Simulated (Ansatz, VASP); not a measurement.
**BaScO2F in VASP and in Ansatz**

```xyz
5
Lattice="4.2069 0.0000 0.0000 0.0000 4.2069 0.0000 0.0000 0.0000 4.0851" Properties=species:S:1:pos:R:3 pbc="T T T"
Ba    2.1035    2.1035    2.0425
Sc    0.0000    0.0000    0.0000
O     2.1035    0.0000    0.0000
O     0.0000    2.1035    0.0000
F     0.0000    0.0000    2.0425
```

Change from the starting cell: strain -0.0300 x Voigt [0, 0, 1, 0, 0, 0], atoms carried along.

Alike in both runs: task single point; functional LDA; k mesh 6 × 6 × 6; occupations gaussian, width 0.05 eV; no spin polarisation.

```csv
,VASP,Ansatz
version,VASP 6.6.1,Ansatz 0.2.0
potentials or method,"VASP PAW LDA potentials, release 64 (Ba_sv, Sc_sv, O, F)","scalar-relativistic, plane waves, PAW"
plane-wave cutoff (eV),520,420
valence electrons in the cell,40,40
```

|  | VASP | Ansatz | Ansatz less VASP |
| --- | --- | --- | --- |
| gap on the k mesh at the Fermi level (eV) | 3.00 | 3.08 | +0.076 |
| least direct gap on the mesh (eV) | 3.33 | 3.40 | +0.063 |
| pressure (GPa) | -5.3 | -6.9 | -1.56 |
| largest component of the traceless stress (GPa) | 3.60 | 3.41 | -0.192 |

Caveats: spin-orbit coupling is left out, which moves the levels of the heavy elements. A k mesh can miss the band edges.
